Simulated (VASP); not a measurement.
VASP ran on this input.

### KPOINTS
```
Automatic mesh
0
Gamma
5 5 5
0 0 0
```

### POSCAR
```
LiCl
3.5587910
  0.0000000000   0.7071067112   0.7071067112
  0.7071067112   0.0000000000   0.7071067112
  0.7071067112   0.7071067112   0.0000000000
Li Cl
1 1
Cartesian
  0.0000000000   0.0000000000   0.0000000000
  0.7071067112   0.7071067112   0.7071067112
```

**INCAR**
```
# general
SYSTEM   = LiCl
PREC     = Accurate
ENCUT    = 400
LREAL    = .FALSE.
LASPH    = .TRUE.   # aspherical one-centre terms
ISYM     = 3

# electronic loop
EDIFF    = 1E-6
NELM     = 100
ALGO     = Normal   # blocked Davidson

# smearing
ISMEAR   = 0
SIGMA    = 0.01   # width (eV)

# functional
GGA      = PE   # PBE
LHFCALC  = .TRUE.
AEXX     = 0.25
HFSCREEN = 0.2
PRECFOCK = Fast

# ions
ISIF     = 2

# output
LWAVE    = .FALSE.
LCHARG   = .FALSE.
```

POTCAR, in this order: Li_sv Cl (PBE.64 set). Program: vasp_std.

**Question.** Write an equivalent input for Quantum ESPRESSO's pw.x.

**Answer.** One equivalent input (not run):
```
&CONTROL
  calculation = 'scf'
  pseudo_dir = './pseudo'
  outdir = './out'
  tprnfor = .true.
  tstress = .false.
/
&SYSTEM
  ibrav = 0
  nat = 2
  ntyp = 2
  ecutwfc = 74
  occupations = 'smearing'
  smearing = 'gaussian'
  degauss = 0.000735
  input_dft = 'hse'
  nqx1 = 5
  nqx2 = 5
  nqx3 = 5
  screening_parameter = 0.1058
/
&ELECTRONS
  conv_thr = 7.3e-08
  electron_maxstep = 100
/
ATOMIC_SPECIES
  Li 6.940 Li.upf
  Cl 35.450 Cl.upf
CELL_PARAMETERS angstrom
     0.0000000    2.5164450    2.5164450
     2.5164450    0.0000000    2.5164450
     2.5164450    2.5164450    0.0000000
ATOMIC_POSITIONS crystal
  Li   0.0000000  0.0000000  0.0000000
  Cl   0.5000000  0.5000000  0.5000000
K_POINTS automatic
  5 5 5 0 0 0
```
Limits of the translation: the potentials are each code's own (VASP's PAW set, PseudoDojo norm-conserving files in pw.x), so ENCUT and ecutwfc are chosen apart and not converted; conv_thr bounds pw.x's estimated SCF error, while EDIFF bounds the energy change between steps.

The structure comes from a computed database's LiCl entry; how it stands against other phases isn't given here. The cell was not relaxed at this level. The k-mesh is coarse (spacing up to 0.43 per Å, 2π included), so the numbers may not be converged in it. The run is one of a series of settings (KPOINTS 5×5×5 Γ-centred mesh against the base run), some of them coarse on purpose.
